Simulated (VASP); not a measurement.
Output of a VASP run:

OSZICAR:
```
       N       E                     dE             d eps       ncg     rms          rms(c)
DAV:   1     0.239836505613E+03    0.23984E+03   -0.16783E+04  3644   0.216E+03
DAV:   2    -0.196792856238E+02   -0.25952E+03   -0.25079E+03  3542   0.378E+02
DAV:   3    -0.334613979836E+02   -0.13782E+02   -0.13114E+02  3580   0.123E+02
DAV:   4    -0.336626861580E+02   -0.20129E+00   -0.20035E+00  3732   0.157E+01
DAV:   5    -0.336692240941E+02   -0.65379E-02   -0.65370E-02  5008   0.242E+00    0.238E+01
DAV:   6    -0.300057027978E+02    0.36635E+01   -0.36714E+01  3572   0.961E+01    0.127E+01
DAV:   7    -0.307599186274E+02   -0.75422E+00   -0.85895E+00  3978   0.772E+01    0.187E+01
DAV:   8    -0.292240072836E+02    0.15359E+01   -0.68882E+00  3942   0.505E+01    0.495E+00
DAV:   9    -0.291886731661E+02    0.35334E-01   -0.47534E-01  4797   0.122E+01    0.335E+00
DAV:  10    -0.291585718422E+02    0.30101E-01   -0.60382E-02  4687   0.647E+00    0.127E+00
DAV:  11    -0.291531413779E+02    0.54305E-02   -0.15852E-02  5635   0.198E+00    0.547E-01
DAV:  12    -0.291526548405E+02    0.48654E-03   -0.29133E-03  4980   0.613E-01    0.212E-01
DAV:  13    -0.291526433453E+02    0.11495E-04   -0.57117E-04  3876   0.612E-01    0.127E-01
DAV:  14    -0.291525954138E+02    0.47931E-04   -0.17558E-04  4656   0.327E-01    0.420E-02
DAV:  15    -0.291525918374E+02    0.35764E-05   -0.16618E-05  5195   0.644E-02    0.869E-03
DAV:  16    -0.291525919441E+02   -0.10666E-06   -0.18752E-06  2128   0.268E-02
   1 F= -.26691743E+02 E0= -.26692346E+02  d E =-.266917E+02  mag=     4.4105
```

OUTCAR:
```
------------------------ aborting loop because EDIFF is reached ----------------------------------------
  FORCE on cell =-STRESS in cart. coord.  units (eV):
  Direction    XX          YY          ZZ          XY          YZ          ZX
  --------------------------------------------------------------------------------------
  Total        2.4403297      2.4403297      2.4403297      0.0000000      0.0000000     -0.0000000
  in kB       99.1661675     99.1661675     99.1661675      0.0000000      0.0000000     -0.0000000
  external PRESSURE =      -0.8338325 kB  Pullay stress =     100.0000000 kB
  volume of cell :       39.43
      direct lattice vectors                 reciprocal lattice vectors
     3.403547778  0.000000000  0.000000000     0.293811066  0.000000000  0.000000000
     0.000000000  3.403547778  0.000000000     0.000000000  0.293811066  0.000000000
     0.000000000  0.000000000  3.403547778     0.000000000  0.000000000  0.293811066
 POSITION                                       TOTAL-FORCE (eV/Angst)
 -----------------------------------------------------------------------------------
      0.00000      0.00000      0.00000         0.000000      0.000000      0.000000
      0.00000      1.70177      1.70177         0.000000      0.000000      0.000000
      1.70177      0.00000      1.70177         0.000000      0.000000      0.000000
      1.70177      1.70177      0.00000         0.000000      0.000000      0.000000
 -----------------------------------------------------------------------------------
    total drift:                                0.000000      0.000000      0.000000
  FREE ENERGIE OF THE ION-ELECTRON SYSTEM (eV)
  ---------------------------------------------------
  free  energy   TOTEN  =       -29.1525919441 eV

  energy  without entropy=      -29.1544021197  energy(sigma->0) =      -29.15319534
  enthalpy is  TOTEN    =       -26.6917429089 eV   P V=        2.4608490352

 total charge

# of ion       s       p       d       tot
------------------------------------------
    1        0.525   0.600   6.258   7.382
    2        0.561   0.624   8.401   9.585
    3        0.561   0.624   8.401   9.585
    4        0.561   0.624   8.401   9.585
--------------------------------------------------
tot          2.206   2.471  31.461  36.138

 magnetization (x)

# of ion       s       p       d       tot
------------------------------------------
    1        0.007   0.006   2.629   2.642
    2       -0.012  -0.033   0.617   0.572
    3       -0.012  -0.033   0.617   0.572
    4       -0.012  -0.033   0.617   0.572
--------------------------------------------------
tot         -0.029  -0.092   4.480   4.358

 reached required accuracy - stopping structural energy minimisation
```
(Selected blocks of OUTCAR.)

### POSCAR
```
Ni3Fe
1
    3.4035477779     0.0000000000    -0.0000000000
    0.0000000000     3.4035477779    -0.0000000000
    0.0000000000     0.0000000000     3.4035477779
Fe Ni
1 3
Direct
  0.0000000000   0.0000000000   0.0000000000
  0.0000000000   0.5000000000   0.5000000000
  0.5000000000   0.0000000000   0.5000000000
  0.5000000000   0.5000000000   0.0000000000
```

**Question.** Write an INCAR and KPOINTS that could have produced this output.

**Answer.** Several could match; the one computed here: the input of the run itself, LDA (Ceperley-Alder, Perdew-Zunger), plane waves, VASP's LDA PAW potentials (set 64).

KPOINTS:
```
Automatic mesh
0
Gamma
9 9 9
0 0 0
```

### INCAR
```
SYSTEM = Ni3Fe
PREC = Accurate
ENCUT = 500
EDIFF = 1E-6
NELM = 100
ALGO = Normal
LREAL = .FALSE.
LASPH = .TRUE.
ISMEAR = 1
SIGMA = 0.1
LMAXMIX = 4
ISPIN = 2
MAGMOM = 2.7 0.6 0.6 0.6
LORBIT = 10
LWAVE = .FALSE.
LCHARG = .FALSE.
IBRION = 2
ISIF = 3
NSW = 40
EDIFFG = -0.02
PSTRESS = 100
```

POTCAR, in this order: Fe Ni (LDA.64 set). Program: vasp_std.

The compound is Ni3Fe in the L1_2 structure. It was relaxed first under an external pressure of 10 GPa.
